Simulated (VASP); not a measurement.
Output of a VASP run:

**OUTCAR**
```
 ion  position               nearest neighbor table
   1  0.500  0.000  0.765-   3 2.23   4 2.23   3 2.23   4 2.23   2 3.55   2 3.55   2 3.55   2 3.55
                             2 3.75   2 3.75   2 3.75   2 3.75
   2  0.000  0.500  0.235-   3 2.23   4 2.23   4 2.23   3 2.23   1 3.55   1 3.55   1 3.55   1 3.55
                             1 3.75   1 3.75   1 3.75   1 3.75
   3  0.500  0.500  0.000-   1 2.23   2 2.23   1 2.23   2 2.23
   4  0.000  0.000  0.000-   1 2.23   2 2.23   2 2.23   1 2.23
  LATTYP: Found a simple tetragonal cell.
 ALAT       =     3.8096884566
 C/A-ratio  =     1.2904730667
 Subroutine PRICEL returns:
 Original cell was already a primitive cell.
 Subroutine GETGRP returns: Found 16 space group operations
The static configuration has the point symmetry D_2d.
 The point group associated with its full space group is D_4h.
The dynamic configuration has the point symmetry D_2d.
 Subroutine INISYM returns: Found 16 space group operations
 Subroutine IBZKPT returns following result:
 Found     30 irreducible k-points:

 Following reciprocal coordinates:
            Coordinates               Weight
  0.000000  0.000000  0.000000      1.000000
  0.142857  0.000000  0.000000      4.000000
  0.285714  0.000000  0.000000      4.000000
  0.428571  0.000000  0.000000      4.000000
  0.142857  0.142857  0.000000      4.000000
  0.285714  0.142857  0.000000      8.000000
  0.428571  0.142857  0.000000      8.000000
  0.285714  0.285714  0.000000      4.000000
  0.428571  0.285714  0.000000      8.000000
  0.428571  0.428571  0.000000      4.000000
  0.000000  0.000000  0.200000      2.000000
  0.142857  0.000000  0.200000      8.000000
  0.285714  0.000000  0.200000      8.000000
  0.428571  0.000000  0.200000      8.000000
  0.142857  0.142857  0.200000      8.000000
  0.285714  0.142857  0.200000     16.000000
  0.428571  0.142857  0.200000     16.000000
  0.285714  0.285714  0.200000      8.000000
  0.428571  0.285714  0.200000     16.000000
  0.428571  0.428571  0.200000      8.000000
  0.000000  0.000000  0.400000      2.000000
  0.142857  0.000000  0.400000      8.000000
  0.285714  0.000000  0.400000      8.000000
  0.428571  0.000000  0.400000      8.000000
  0.142857  0.142857  0.400000      8.000000
  0.285714  0.142857  0.400000     16.000000
  0.428571  0.142857  0.400000     16.000000
  0.285714  0.285714  0.400000      8.000000
  0.428571  0.285714  0.400000     16.000000
  0.428571  0.428571  0.400000      8.000000
   k-points           NKPTS =     30   k-points in BZ     NKDIM =     30   number of bands    NBANDS=     24
   number of dos      NEDOS =    601   number of ions     NIONS =      4
   total plane-waves  NPLWV =  31360
   dimension x,y,z NGX =    28 NGY =   28 NGZ =   40
   dimension x,y,z NGXF=    56 NGYF=   56 NGZF=   80
   ions per type =               2   2
   PREC   = accura    normal or accurate (medium, high low for compatibility)
   ISTART =      0    job   : 0-new  1-cont  2-samecut
   ICHARG =      2    charge: 1-file 2-atom 10-const
   ISPIN  =      1    spin polarized calculation?
   LNONCOLLINEAR =      F non collinear calculations
   LSORBIT =      F    spin-orbit coupling
   INIWAV =      1    electr: 0-lowe 1-rand  2-diag
   ENCUT  =  520.0 eV  38.22 Ry    6.18 a.u.   7.08  7.08  9.14*2*pi/ulx,y,z
   NELM   =    100;   NELMIN=  2; NELMDL= -5     # of ELM steps
   EDIFF  = 0.1E-06   stopping-criterion for ELM
   LREAL  =      F    real-space projection
   NLSPLINE    = F    spline interpolate recip. space projectors
   LMAXMIX     =    4 max onsite mixed and CHGCAR
   VOSKOWN=      0    Vosko Wilk Nusair interpolation
   EDIFFG = 0.1E-05   stopping-criterion for IOM
   NSW    =      0    number of steps for IOM
   NBLOCK =      1;   KBLOCK =      1    inner block; outer block
   IBRION =     -1    ionic relax: 0-MD 1-quasi-New 2-CG
   NFREE  =      0    steps in history (QN), initial steepest desc. (CG)
   ISIF   =      2    stress and relaxation
   ISYM   =      2    0-nonsym 1-usesym 2-fastsym
   TEIN   =    0.0    initial temperature
...
```

**OSZICAR**
```
       N       E                     dE             d eps       ncg     rms          rms(c)
DAV:   1     0.359314186400E+03    0.35931E+03   -0.21188E+04  1456   0.259E+03
DAV:   2    -0.233278495491E+02   -0.38264E+03   -0.37740E+03  1592   0.595E+02
DAV:   3    -0.767743843459E+02   -0.53447E+02   -0.53227E+02  1640   0.197E+02
DAV:   4    -0.791073750572E+02   -0.23330E+01   -0.23299E+01  1752   0.447E+01
DAV:   5    -0.791684883426E+02   -0.61113E-01   -0.61107E-01  1768   0.739E+00    0.111E+01
DAV:   6    -0.686829208638E+02    0.10486E+02   -0.16322E+01  2200   0.554E+01    0.408E+00
DAV:   7    -0.662767234743E+02    0.24062E+01   -0.23942E+00  1608   0.109E+01    0.251E+00
DAV:   8    -0.695508149338E+02   -0.32741E+01   -0.13545E+00  1600   0.116E+01    0.989E-01
DAV:   9    -0.667356577654E+02    0.28152E+01   -0.59165E-01  1504   0.619E+00    0.421E-01
DAV:  10    -0.668903448357E+02   -0.15469E+00   -0.15803E-01  1608   0.325E+00    0.326E-01
DAV:  11    -0.668455080405E+02    0.44837E-01   -0.38520E-02  1672   0.164E+00    0.202E-01
DAV:  12    -0.668992170456E+02   -0.53709E-01   -0.23356E-02  1728   0.133E+00    0.862E-02
DAV:  13    -0.669034457485E+02   -0.42287E-02   -0.54908E-03  1944   0.840E-01    0.541E-02
DAV:  14    -0.669040377279E+02   -0.59198E-03   -0.10025E-03  2280   0.284E-01    0.195E-02
DAV:  15    -0.669045724306E+02   -0.53470E-03   -0.17134E-04  1648   0.126E-01    0.159E-02
DAV:  16    -0.669046217584E+02   -0.49328E-04   -0.24004E-04  1824   0.160E-01    0.407E-03
DAV:  17    -0.669047200432E+02   -0.98285E-04   -0.45725E-05  1544   0.637E-02    0.272E-03
DAV:  18    -0.669047176029E+02    0.24402E-05   -0.14603E-06  1800   0.125E-02    0.177E-03
DAV:  19    -0.669047285574E+02   -0.10955E-04   -0.84708E-06  1832   0.309E-02    0.195E-03
DAV:  20    -0.669047288970E+02   -0.33956E-06   -0.38565E-07  1800   0.576E-03    0.142E-03
DAV:  21    -0.669047290696E+02   -0.17259E-06   -0.91425E-08  1040   0.319E-03    0.723E-04
DAV:  22    -0.669047291848E+02   -0.11523E-06   -0.17427E-07  1232   0.311E-03    0.429E-04
DAV:  23    -0.669047291926E+02   -0.77725E-08   -0.17907E-08   808   0.161E-03
   1 F= -.66904729E+02 E0= -.66904729E+02  d E =0.000000E+00
       N       E                     dE             ncg
       N       E                     dE             ncg
```

**OUTCAR**
```
------------------------ aborting loop because EDIFF is reached ----------------------------------------
  FORCE on cell =-STRESS in cart. coord.  units (eV):
  Direction    XX          YY          ZZ          XY          YZ          ZX
  --------------------------------------------------------------------------------------
  Total        0.0713083      0.0713083     -0.0178396      0.0000000      0.0000000      0.0000000
  in kB        1.6011555      1.6011555     -0.4005706      0.0000000      0.0000000      0.0000000
  external PRESSURE =       0.9339135 kB  Pullay stress =       0.0000000 kB
  volume of cell :       71.35
      direct lattice vectors                 reciprocal lattice vectors
     3.809688457  0.000000000  0.000000000     0.262488655  0.000000000  0.000000000
     0.000000000  3.809688457  0.000000000     0.000000000  0.262488655  0.000000000
     0.000000000  0.000000000  4.916300346     0.000000000  0.000000000  0.203404985
 POSITION                                       TOTAL-FORCE (eV/Angst)
 -----------------------------------------------------------------------------------
      1.90484      0.00000      3.76303         0.000000     -0.000000      0.006789
      0.00000      1.90484      1.15327         0.000000     -0.000000     -0.006789
      1.90484      1.90484      0.00000         0.000000     -0.000000      0.000000
      0.00000      0.00000      0.00000         0.000000      0.000000      0.000000
 -----------------------------------------------------------------------------------
    total drift:                                0.000000      0.000000      0.000000
  FREE ENERGIE OF THE ION-ELECTRON SYSTEM (eV)
  ---------------------------------------------------
  free  energy   TOTEN  =       -66.9047291926 eV

  energy  without entropy=      -66.9047291926  energy(sigma->0) =      -66.90472919

 total charge

# of ion       s       p       d       tot
------------------------------------------
    1        1.223   0.808  10.074  12.105
    2        1.223   0.808  10.074  12.105
    3        1.578   3.469   0.000   5.047
    4        1.578   3.469   0.000   5.047
--------------------------------------------------
tot          5.603   8.554  20.148  34.305

 Electric field gradients after diagonalization (V/A^2)
 (convention: |V_zz| > |V_xx| > |V_yy|)
----------------------------------------------------------------------
 ion       V_xx      V_yy      V_zz     asymmetry (V_yy - V_xx)/ V_zz
----------------------------------------------------------------------
   1      93.708    93.708  -187.417       0.000
   2      93.708    93.708  -187.417       0.000
   3      -1.080    -1.080     2.159       0.000
   4      -1.080    -1.080     2.159       0.000
```
(Selected blocks of OUTCAR.)

**POSCAR**
```
SnO
1
    3.8096884566     0.0000000000     0.0000000000
    0.0000000000     3.8096884566     0.0000000000
    0.0000000000    -0.0000000000     4.9163003459
Sn O
2 2
Direct
  0.5000000000   0.0000000000   0.7654190323
  0.0000000000   0.5000000000   0.2345809677
  0.5000000000   0.5000000000   0.0000000000
  0.0000000000   0.0000000000   0.0000000000
```

### Question
Write an INCAR and KPOINTS that could have produced this output.

### Answer
This is not unique; one that fits is the input of the run itself, r2SCAN meta-GGA, plane waves, VASP's PBE PAW potentials (set 64).

KPOINTS_OPT:
```
k-points along high-symmetry lines
6
Line-mode
Reciprocal
  0.000000   0.000000   0.000000 ! GAMMA
  0.000000   0.500000   0.000000 ! X

  0.000000   0.500000   0.000000 ! X
  0.500000   0.500000   0.000000 ! M

  0.500000   0.500000   0.000000 ! M
  0.000000   0.000000   0.000000 ! GAMMA

  0.000000   0.000000   0.000000 ! GAMMA
  0.000000   0.000000   0.500000 ! Z

  0.000000   0.000000   0.500000 ! Z
  0.000000   0.500000   0.500000 ! R

  0.000000   0.500000   0.500000 ! R
  0.500000   0.500000   0.500000 ! A

  0.500000   0.500000   0.500000 ! A
  0.000000   0.000000   0.500000 ! Z

  0.000000   0.500000   0.000000 ! X
  0.000000   0.500000   0.500000 ! R

  0.500000   0.500000   0.000000 ! M
  0.500000   0.500000   0.500000 ! A
```

KPOINTS:
```
Automatic mesh
0
Gamma
7 7 5
0 0 0
```

INCAR:
```
# general
SYSTEM   =  SnO
PREC     =  Accurate
ENCUT    =  520
LREAL    =  .FALSE.
LASPH    =  .TRUE.

# electronic loop
EDIFF    =  1E-7
NELM     =  100
ALGO     =  Normal
LMAXMIX  =  4
LMIXTAU  =  .TRUE.

# smearing
ISMEAR   =  -5

# functional
METAGGA  =  R2SCAN

# ions
ISIF     =  2

# output
LWAVE    =  .FALSE.
LCHARG   =  .FALSE.
LORBIT   =  11
NEDOS    =  601

# other
LEFG     =  .TRUE.
```

POTCAR, in this order: Sn_d O (PBE.64 set). Program: vasp_std.

The compound is SnO in the litharge structure. It was relaxed first.
